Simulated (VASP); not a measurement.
VASP ran on this input.

**KPOINTS**
```
Automatic mesh
0
Gamma
8 8 8
0 0 0
```

File POSCAR:
```
KCl
1.0
  0.0000000000   2.9944681248   2.9944681248
  2.9944681248   0.0000000000   2.9944681248
  2.9944681248   2.9944681248   0.0000000000
K Cl
1 1
Direct
  0.0000000000   0.0000000000   0.0000000000
  0.5000000000   0.5000000000   0.5000000000
```

INCAR:
```
SYSTEM = KCl
PREC = Accurate; ENCUT = 500; LREAL = F
LASPH = T
EDIFF = 1E-6; NELM = 100; ALGO = Normal
ISMEAR = 0; SIGMA = 0.05
GGA = PE
IBRION = 2; NSW = 40; ISIF = 3
EDIFFG = -0.02; PSTRESS = 100
LWAVE = F; LCHARG = F
```

POTCAR, in this order: K_sv Cl (PBE.64 set). Program: vasp_std.

Q: Write an equivalent input for Quantum ESPRESSO's pw.x.

A: One equivalent input (not run):
```
&CONTROL
  calculation = 'vc-relax'
  pseudo_dir = './pseudo'
  outdir = './out'
  tprnfor = .true.
  tstress = .true.
  nstep = 40
  forc_conv_thr = 0.00078
/
&SYSTEM
  ibrav = 0
  nat = 2
  ntyp = 2
  ecutwfc = 74
  occupations = 'smearing'
  smearing = 'gaussian'
  degauss = 0.003675
  input_dft = 'pbe'
/
&ELECTRONS
  conv_thr = 7.3e-08
  electron_maxstep = 100
/
&IONS
/
&CELL
  press = 100
/
ATOMIC_SPECIES
  K 39.098 K.upf
  Cl 35.450 Cl.upf
CELL_PARAMETERS angstrom
     0.0000000    2.9944681    2.9944681
     2.9944681    0.0000000    2.9944681
     2.9944681    2.9944681    0.0000000
ATOMIC_POSITIONS crystal
  K    0.0000000  0.0000000  0.0000000
  Cl   0.5000000  0.5000000  0.5000000
K_POINTS automatic
  8 8 8 0 0 0
```
What does not carry over: the potentials are each code's own (VASP's PAW set, PseudoDojo norm-conserving files in pw.x), so ENCUT and ecutwfc are chosen apart and not converted; conv_thr bounds pw.x's estimated SCF error, while EDIFF bounds the energy change between steps; forc_conv_thr acts on force components and is met together with etot_conv_thr.

The compound is KCl in the rock salt structure. This run relaxes it under an external pressure of 10 GPa. Symmetry was kept, so distortions that lower it aren't found.
